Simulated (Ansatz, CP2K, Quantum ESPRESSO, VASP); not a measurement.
MoPt: 4 runs at one level of theory

```
Mo Pt
1.0
     3.55130    0.00000    0.00000
     0.00000    3.55130    0.00000
     0.00000    0.00000   23.80000
Mo Pt
1 1
Direct
  0.50000 0.50000 0.29412
  0.00000 0.00000 0.29412
```

Alike in all runs: functional PBE; k mesh 8 × 8 × 1; occupations fermi-dirac, width 0.05 eV; no spin polarisation; no spin-orbit coupling.

```csv
program and potentials,plane-wave cutoff (eV),notes,band gap (eV)
"Ansatz, all-electron LAPW, scalar-relativistic",-,-,no gap
"VASP, PBE PAW files Mo_sv, Pt, 520 eV",520,12 valence electrons an atom on average,no gap
"Quantum ESPRESSO, PseudoDojo 0.4.1 SR PBE standard",1143,16 valence electrons an atom on average,no gap
"CP2K, POTENTIAL_UZH Mo GTH-PBE-q14, Pt GTH-PBE-q18; TZVP-MOLOPT-PBE-GTH basis",-,atomic basis; 16 valence electrons an atom on average,no gap
```

None finds a gap. Rows in atomic bases carry the error of their basis and grid, which can be large.

The functional is the same throughout but for its coding, so the spread measures potentials, basis and numerics; runs on potential files found faulty are left out.
